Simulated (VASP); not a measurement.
Consider the following.

```xyz
4
Lattice="1.6653 -5.1596 0.0000 1.6653 5.1596 0.0000 0.0000 0.0000 4.2382" Properties=species:S:1:pos:R:3 pbc="T T T"
P      1.6653     4.0729     3.9254
P      1.6653     1.0867     1.8063
P      1.6653    -1.0867     2.4320
P      1.6653    -4.0729     0.3129
```

The numbers are results of vdW-DF-cx, VASP's PBE PAW potentials (set 64) (plane waves; VASP 6.6.1), not measurements. Numerical set-up: 520 eV cut-off, Gaussian smearing of 0.050 eV, potentials P.

Question: Give the energies of bands 4 to 13 at the high-symmetry points, in eV from the Fermi level.

Answer: 
```json
[
 {"band": "4", "Γ": "-7.20", "Y": "-5.76", "C0": "-9.12", "Z": "-8.83", "A0": "-10.23", "T": "-9.83", "S": "-10.09", "R": "-10.31"},
 {"band": "5", "Γ": "-5.09", "Y": "-5.74", "C0": "-5.32", "Z": "-5.08", "A0": "-6.60", "T": "-3.19", "S": "-5.09", "R": "-5.85"},
 {"band": "6", "Γ": "-4.47", "Y": "-5.41", "C0": "-4.79", "Z": "-5.08", "A0": "-6.60", "T": "-3.19", "S": "-5.09", "R": "-5.85"},
 {"band": "7", "Γ": "-4.06", "Y": "-4.32", "C0": "-3.67", "Z": "-3.12", "A0": "-4.75", "T": "-2.52", "S": "-3.29", "R": "-5.72"},
 {"band": "8", "Γ": "-2.94", "Y": "-2.22", "C0": "-3.31", "Z": "-3.12", "A0": "-4.75", "T": "-2.52", "S": "-3.29", "R": "-5.72"},
 {"band": "9", "Γ": "-2.65", "Y": "-1.85", "C0": "-2.88", "Z": "-1.03", "A0": "-2.16", "T": "-1.40", "S": "-2.73", "R": "-2.14"},
 {"band": "10", "Γ": "-1.45", "Y": "-0.38", "C0": "-2.23", "Z": "-1.03", "A0": "-2.16", "T": "-1.40", "S": "-2.73", "R": "-2.14"},
 {"band": "11", "Γ": "0.88", "Y": "0.35", "C0": "0.54", "Z": "1.39", "A0": "1.95", "T": "1.28", "S": "0.76", "R": "1.56"},
 {"band": "12", "Γ": "1.18", "Y": "0.63", "C0": "0.66", "Z": "1.39", "A0": "1.95", "T": "1.28", "S": "0.76", "R": "1.56"},
 {"band": "13", "Γ": "1.86", "Y": "2.36", "C0": "1.03", "Z": "2.23", "A0": "3.99", "T": "2.54", "S": "0.98", "R": "4.40"}
]
```

It has no gap at this level: it comes out as a metal or semimetal.

Measured: gap 0.35 eV (computed value off by -0.35 eV), as given by Das et al., (2018), arXiv:1807.05623.

The compound is P in the black structure. It was relaxed first.
